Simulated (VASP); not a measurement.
# Zn2GeS3 (P3m1) in VASP: single point with LDA

Aim: the single point of Zn2GeS3 with LDA.

Program: VASP 6.6.1. These are calculated values, not measurements. Logs are shortened: lines on timing, memory, paths and dates and some standing lists are left out, and cuts for length are marked.

### Step 1. The cell of the first run

The structure is trigonal, space group P3m1 (No. 156). The conventional cell has a = 3.742 Å, b = 3.742 Å, c = 10.306 Å, α = 90.00°, β = 90.00°, γ = 120.00°. Around Zn (site symmetry 3m) lie 4 S at 2.28 to 2.36 Å. Zn (site symmetry 3m) is surrounded by 4 S at 2.27 to 2.36 Å. Ge (site symmetry 3m) is surrounded by 3 S at 2.51 Å. S (site symmetry 3m) has 3 Zn at 2.28 Å as nearest neighbours. Around S (site symmetry 3m) lie 4 Zn at 2.27 to 2.36 Å. S (site symmetry 3m) is surrounded by 1 Zn at 2.36 Å and 3 Ge at 2.51 Å.

The cell comes from a database or a generator and needn't be the stable form of this composition.

### Step 2. Single point, LDA (relaxed again under DFT LDA, scalar-relativistic, plane waves, PAW)

INCAR reads:

```
SYSTEM = Zn2GeS3
PREC = Accurate
ENCUT = 520
EDIFF = 1E-7
ISMEAR = 0
SIGMA = 0.02
LREAL = .FALSE.
LASPH = .TRUE.
NELM = 100
ALGO = Fast
ISIF = 2
LWAVE = .FALSE.
LCHARG = .FALSE.
GGA = CA
NBANDS = 37
```

KPOINTS reads:

```
Automatic mesh
0
G
  9 9 4
  0 0 0
```

POSCAR reads:

```
Zn2GeS3
1.0
    3.7423926698      0.0000000000      0.0000000000
   -1.8711963349      3.2410071230      0.0000000000
    0.0000000000      0.0000000000     10.3055192061
Zn Ge S
2 1 3
Direct
    0.6666666667      0.3333333333      0.3537999020
    0.3333333333      0.6666666667      0.6490209079
    0.0000000000      0.0000000000      1.0018162050
    0.0000000000      0.0000000000      0.2844358824
    0.6666666667      0.3333333333      0.5827759818
    0.3333333333      0.6666666667      0.8781511210
```

Potentials or basis: VASP PAW LDA potentials, release 64 (Zn, Ge_d, S).

Started as:

```sh
$ cat potpaw_LDA.64/Zn/POTCAR potpaw_LDA.64/Ge_d/POTCAR potpaw_LDA.64/S/POTCAR > POTCAR
$ mpirun -np 1 vasp_std > vasp.out
```

OUTCAR:

```text
SYSTEM = Zn2GeS3
   PREC = Accurate
   ENCUT = 520
   EDIFF = 1E-7
   ISMEAR = 0
   LREAL = .FALSE.
   LASPH = .TRUE.
   NELM = 100
   ISIF = 2
   GGA = CA

 ion  position               nearest neighbor table
   1  0.667  0.333  0.354-   4 2.28   4 2.28   4 2.28   5 2.36
   2  0.333  0.667  0.649-   5 2.27   5 2.27   5 2.27   6 2.36
   3  0.000  0.000  0.002-   6 2.51   6 2.51   6 2.51
   4  0.000  0.000  0.284-   1 2.28   1 2.28   1 2.28
   5  0.667  0.333  0.583-   2 2.27   2 2.27   2 2.27   1 2.36
   6  0.333  0.667  0.878-   2 2.36   3 2.51   3 2.51   3 2.51

  LATTYP: Found a hexagonal cell.
 ALAT       =     3.7423926698
 C/A-ratio  =     2.7537247198

  Lattice vectors:

 A1 = (   3.7423926698,   0.0000000000,   0.0000000000)
 A2 = (  -1.8711963349,   3.2410071230,   0.0000000000)
 A3 = (   0.0000000000,   0.0000000000,  10.3055192061)

Analysis of symmetry for initial positions (statically):
=====================================================================
 Subroutine PRICEL returns:
 Original cell was already a primitive cell.

 Routine SETGRP: Setting up the symmetry group for a
 hexagonal supercell.

 Subroutine GETGRP returns: Found  6 space group operations
 (whereof  6 operations were pure point group operations)
 out of a pool of 24 trial point group operations.

The static configuration has the point symmetry C_3v.

Analysis of symmetry for dynamics (positions and initial velocities):
=====================================================================
 Subroutine PRICEL returns:
 Original cell was already a primitive cell.

 Routine SETGRP: Setting up the symmetry group for a
 hexagonal supercell.

 Subroutine GETGRP returns: Found  6 space group operations
 (whereof  6 operations were pure point group operations)
 out of a pool of 24 trial point group operations.

The dynamic configuration has the point symmetry C_3v.

 Subroutine INISYM returns: Found  6 space group operations
 (whereof  6 operations are pure point group operations),
 and found     1 'primitive' translations

----------------------------------------------------------------------------------------

                                     Primitive cell

  volume of cell :     124.9969

  direct lattice vectors                    reciprocal lattice vectors
     3.742392670  0.000000000  0.000000000     0.267208732  0.154273033  0.000000000
    -1.871196335  3.241007123  0.000000000     0.000000000  0.308546067  0.000000000
     0.000000000  0.000000000 10.305519206     0.000000000  0.000000000  0.097035383

  length of vectors
     3.742392670  3.742392670 10.305519206     0.308546067  0.308546067  0.097035383

  position of ions in fractional coordinates (direct lattice)
     0.666666667  0.333333333  0.353799902
     0.333333333  0.666666667  0.649020908
     0.000000000  0.000000000  0.001816205
     0.000000000  0.000000000  0.284435882
     0.666666667  0.333333333  0.582775982
     0.333333333  0.666666667  0.878151121

  ion indices of the primitive-cell ions
   primitive index   ion index
                 1           1
                 2           2
                 3           3
                 4           4
                 5           5
                 6           6

----------------------------------------------------------------------------------------

 KPOINTS: Automatic mesh

Automatic generation of k-mesh.
 Grid dimensions read from file:
 generate k-points for:    9    9    4

 Generating k-lattice:

  Cartesian coordinates                     Fractional coordinates (reciprocal lattice)
     0.029689859  0.017141448  0.000000000     0.111111111  0.000000000  0.000000000
     0.000000000  0.034282896  0.000000000     0.000000000  0.111111111  0.000000000
     0.000000000  0.000000000  0.024258846     0.000000000  0.000000000  0.250000000

  Length of vectors
     0.034282896  0.034282896  0.024258846

  Shift w.r.t. Gamma in fractional coordinates (k-lattice)
     0.000000000  0.000000000  0.000000000

 Subroutine IBZKPT returns following result:
 ===========================================

 Found     43 irreducible k-points:

 Following reciprocal coordinates:
            Coordinates               Weight
  0.000000  0.000000  0.000000      1.000000
  0.111111 -0.000000  0.000000      6.000000
  0.222222 -0.000000  0.000000      6.000000
  0.333333  0.000000  0.000000      6.000000
  0.444444 -0.000000  0.000000      6.000000
  0.111111  0.111111  0.000000      6.000000
[... 16 lines left out ...]
  0.222222  0.111111  0.250000     12.000000
 -0.111111  0.333333  0.250000     12.000000
 [... further k-points ...]
   k-points           NKPTS =     43   k-points in BZ     NKDIM =     43   number of bands    NBANDS=     37
   number of dos      NEDOS =    301   number of ions     NIONS =      6
   total plane-waves  NPLWV =  62720
   dimension x,y,z NGX =    28 NGY =   28 NGZ =   80
   dimension x,y,z NGXF=    56 NGYF=   56 NGZF=  160
   ions per type =               2   1   3
   NGX,Y,Z   is equivalent  to a cutoff of  12.44, 12.44, 12.91 a.u.
   NGXF,Y,Z  is equivalent  to a cutoff of  24.88, 24.88, 25.81 a.u.
 SYSTEM =  Zn2GeS3
   PREC   = accura    normal or accurate (medium, high low for compatibility)
   ISTART =      0    job   : 0-new  1-cont  2-samecut
   ICHARG =      2    charge: 1-file 2-atom 10-const
   ISPIN  =      1    spin polarized calculation?
   LNONCOLLINEAR =      F non collinear calculations
   LSORBIT =      F    spin-orbit coupling
   LASPH  =      T    aspherical Exc in radial PAW
   ENCUT  =  520.0 eV  38.22 Ry    6.18 a.u.   6.96  6.96 19.16*2*pi/ulx,y,z
   NELM   =    100;   NELMIN=  2; NELMDL= -5     # of ELM steps
   EDIFF  = 0.1E-06   stopping-criterion for ELM
   LREAL  =      F    real-space projection
   EDIFFG = 0.1E-05   stopping-criterion for IOM
   NSW    =      0    number of steps for IOM
   IBRION =     -1    ionic relax: 0-MD 1-quasi-New 2-CG
   NFREE  =      0    steps in history (QN), initial steepest desc. (CG)
   ISIF   =      2    stress and relaxation
   ISYM   =      2    0-nonsym 1-usesym 2-fastsym
   POTIM  = 0.5000    time-step for ionic-motion
   TEBEG  =    0.0;   TEEND  =   0.0 temperature during run
   PSTRESS=    0.0 pullay stress
   NELECT =      56.0000    total number of electrons
   NUPDOWN=      -1.0000    fix difference up-down
   EMIN   =  10.00;   EMAX   =-10.00  energy-range for DOS
   EFERMI =   0.00;   METHOD = LEGACY
   ISMEAR =     0;   SIGMA  =   0.02  broadening in eV -4-tet -1-fermi 0-gaus
   EFERMI_NEDOS =   21; number of points for ismear=-14 and -15
   IALGO  =     68    algorithm
   IMIX   =      4    mixing-type and parameters
     AMIX     =   0.40;   BMIX     =  1.00
     AMIX_MAG =   1.60;   BMIX_MAG =  1.00
  volume/ion in A,a.u.               =      20.83       140.59
  Fermi-wavevector in a.u.,A,eV,Ry     =   1.252673  2.367209 21.350126  1.569190
  Thomas-Fermi vector in A             =   2.386562
   LORBIT       =      0    0 simple, 1 ext, 2 COOP (PROOUT), +10 PAW based schemes
   GGA     = CA    functional components
   LHFCALC =     F    Hartree Fock is set to
   AEXX    =    0.0000 exact exchange contribution
   IVDW    =     0    specifies the selected vdW correction
   LEPSILON=     F    determine dielectric tensor
   LRPA    =     F    only Hartree local field effects (RPA)
 non-spin polarized calculation
 RMM-DIIS sequential band-by-band and
 Gauss-broadening in eV      SIGMA  =   0.02
  energy-cutoff  :      520.00
  volume of cell :      125.00
 maximum number of plane-waves:      3387
   NGX = 13   NGY = 13   NGZ = 39

 number of electron      56.0000008 magnetization

 Free energy of the ion-electron system (eV)
  ---------------------------------------------------
  ext. energy  EPLUGINS =         0.00000000
  ---------------------------------------------------
  free energy    TOTEN  =       -25.94216241 eV

  energy without entropy =      -25.94216241  energy(sigma->0) =      -25.94216241

 E-fermi :   3.1904     XC(G=0):  -9.9114

 val. band max:        3.0556122246   @ k =   0.1111  -0.0000   0.5000
 cond. band min:       3.7478140957   @ k =   0.4444  -0.0000   0.2500
 fundamental gap:      0.6922018711
 Fermi energy:         3.1903520203

 k-point     1 :       0.0000    0.0000    0.0000
  band No.  band energies     occupation
      1     -21.9584      2.00000
      2     -21.9584      2.00000
      3     -21.9258      2.00000
      4     -21.9258      2.00000
      5     -21.9209      2.00000
      6     -11.3781      2.00000
[... 29 lines left out ...]
     36       9.4355      0.00000
     37       9.8214      0.00000

 k-point     2 :       0.1111   -0.0000    0.0000
  band No.  band energies     occupation
      1     -21.9589      2.00000
      2     -21.9571      2.00000
      3     -21.9266      2.00000
      4     -21.9259      2.00000
      5     -21.9201      2.00000
      6     -11.2696      2.00000
[... 29 lines left out ...]
     36       9.4969      0.00000
     37       9.5727      0.00000

 k-point     3 :       0.2222   -0.0000    0.0000
  band No.  band energies     occupation
      1     -21.9602      2.00000
      2     -21.9538      2.00000
      3     -21.9285      2.00000
      4     -21.9262      2.00000
      5     -21.9179      2.00000
      6     -10.9655      2.00000
[... 29 lines left out ...]
     36       9.3670      0.00000
     37       9.9208      0.00000

 k-point     4 :       0.3333    0.0000    0.0000
  band No.  band energies     occupation
      1     -21.9619      2.00000
      2     -21.9501      2.00000
      3     -21.9306      2.00000
      4     -21.9265      2.00000
      5     -21.9154      2.00000
      6     -10.5452      2.00000
[... 29 lines left out ...]
     36       9.8979      0.00000
     37      10.5538      0.00000
[... 683 lines left out ...]
      1     -21.9596      2.00000
      2     -21.9550      2.00000
      3     -21.9279      2.00000
      4     -21.9262      2.00000
      5     -21.9186      2.00000
      6     -11.0583      2.00000
[... 29 lines left out ...]
     36       9.3566      0.00000
     37       9.7732      0.00000

 k-point    23 :       0.2222    0.1111    0.2500
  band No.  band energies     occupation
      1     -21.9607      2.00000
      2     -21.9520      2.00000
      3     -21.9297      2.00000
      4     -21.9267      2.00000
      5     -21.9163      2.00000
      6     -10.6927      2.00000
[... 29 lines left out ...]
     36       9.2005      0.00000
     37       9.9154      0.00000

 k-point    24 :      -0.1111    0.3333    0.2500
  band No.  band energies     occupation
      1     -21.9607      2.00000
      2     -21.9520      2.00000
      3     -21.9297      2.00000
      4     -21.9267      2.00000
      5     -21.9163      2.00000
      6     -10.6920      2.00000
[... 29 lines left out ...]
     36       9.3422      0.00000
     37       9.8870      0.00000

 [... further k-points ...]

------------------------ aborting loop because EDIFF is reached ----------------------------------------

  FORCE on cell =-STRESS in cart. coord.  units (eV):
  Direction    XX          YY          ZZ          XY          YZ          ZX
  --------------------------------------------------------------------------------------
  -------------------------------------------------------------------------------------
  Total        0.1443993      0.1443993      0.1404440      0.0000000      0.0000000      0.0000000
  in kB        1.8508726      1.8508726      1.8001741      0.0000000      0.0000000      0.0000000
  external PRESSURE =       1.8339731 kB  Pullay stress =       0.0000000 kB

 VOLUME and BASIS-vectors are now :
 -----------------------------------------------------------------------------
  energy-cutoff  :      520.00
  volume of cell :      125.00
      direct lattice vectors                 reciprocal lattice vectors
     3.742392670  0.000000000  0.000000000     0.267208732  0.154273033  0.000000000
    -1.871196335  3.241007123  0.000000000     0.000000000  0.308546067  0.000000000
     0.000000000  0.000000000 10.305519206     0.000000000  0.000000000  0.097035383

 POSITION                                       TOTAL-FORCE (eV/Angst)
 -----------------------------------------------------------------------------------
      1.87120      1.08034      3.64609        -0.000000      0.000000     -0.000588
     -0.00000      2.16067      6.68850        -0.000000     -0.000000     -0.000479
      0.00000      0.00000      0.01872        -0.000000      0.000000      0.020504
      0.00000      0.00000      2.93126         0.000000      0.000000     -0.015928
      1.87120      1.08034      6.00581         0.000000      0.000000      0.000997
     -0.00000      2.16067      9.04980        -0.000000      0.000000     -0.004506
 -----------------------------------------------------------------------------------
    total drift:                               -0.000001     -0.000000     -0.003398

  FREE ENERGIE OF THE ION-ELECTRON SYSTEM (eV)
  ---------------------------------------------------
  free  energy   TOTEN  =       -25.9421624060 eV

  energy  without entropy=      -25.9421624060  energy(sigma->0) =      -25.94216241
```

Run time: 2.7 min. Hardware: 1 thread of AMD EPYC 9R45 (Zen 5), shared host; peak memory 0.29 GiB.

What came out:

| Property | Result |
| --- | --- |
| Free energy | -25.9422 eV |
| Pressure | 0.2 GPa |
| Largest force | 0.021 eV/Å |
| Band gap on the k mesh | 0.69 eV, indirect (least direct gap 1.21 eV) |

Forces on the atoms (eV/Å):
```
Zn   0.000  0.000 -0.001
Zn   0.000  0.000  0.000
Ge   0.000  0.000  0.021
S    0.000  0.000 -0.016
S    0.000  0.000  0.001
S    0.000  0.000 -0.005
```

Caveat: an odd mesh through Γ misses points on the zone boundary, where band edges often lie.
